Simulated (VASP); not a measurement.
Level of theory: LDA (Ceperley-Alder, Perdew-Zunger), VASP's LDA PAW potentials (set 64) (plane waves; VASP 6.6.1).

A VASP calculation is set up with these files.

INCAR:
```
SYSTEM = InF3
PREC = Accurate; ENCUT = 400; LREAL = .False.
LASPH = .True.
EDIFF = 1E-6; NELM = 100; ALGO = Normal
LMAXMIX = 4
ISMEAR = -1; SIGMA = 0.05
ISIF = 2
LWAVE = .False.; LCHARG = .False.
```

File POSCAR:
```
InF3
1
    2.6021400000     1.5023460000     4.9075070000
   -2.6021400000     1.5023460000     4.9075070000
    0.0000000000    -3.0046920000     4.9075070000
In F
2 6
Direct
  0.5000000000   0.5000000000   0.5000000000
  0.0000000000   0.0000000000   0.0000000000
  0.3957100000   0.7500000000   0.1042900000
  0.6042900000   0.2500000000   0.8957100000
  0.1042900000   0.3957100000   0.7500000000
  0.8957100000   0.6042900000   0.2500000000
  0.7500000000   0.1042900000   0.3957100000
  0.2500000000   0.8957100000   0.6042900000
```

**KPOINTS_OPT**
```
k-points along high-symmetry lines
8
Line-mode
Reciprocal
  0.000000   0.000000   0.000000 ! GAMMA
  0.500000   0.500000   0.500000 ! T

  0.500000   0.500000   0.500000 ! T
  0.770855   0.229145   0.500000 ! H_2

  0.500000  -0.229145   0.229145 ! H_0
  0.500000   0.000000   0.000000 ! L

  0.500000   0.000000   0.000000 ! L
  0.000000   0.000000   0.000000 ! GAMMA

  0.000000   0.000000   0.000000 ! GAMMA
  0.364572  -0.364572   0.000000 ! S_0

  0.635428   0.000000   0.364572 ! S_2
  0.500000   0.000000   0.500000 ! F

  0.500000   0.000000   0.500000 ! F
  0.000000   0.000000   0.000000 ! GAMMA
```

File KPOINTS:
```
K-points
0
gamma
 5 5 5
0 0 0
```

POTCAR, in this order: In_d F (LDA.64 set). Program: vasp_std.

Question: What will the output report for the number of irreducible k-points (NKPTS), largest plane-wave count, number of space-group operations, FFT grid (NGX, NGY, NGZ)?

Answer: 
```
Quantity                                      Result
--------------------------------------  ------------
number of irreducible k-points (NKPTS)            19
largest plane-wave count                        2123
number of space-group operations                  12
FFT grid (NGX, NGY, NGZ)                40 × 40 × 40
```

The structure comes from a computed database's InF3 entry (R-3c); how it stands against other phases isn't given here. The cell was not relaxed at this level.
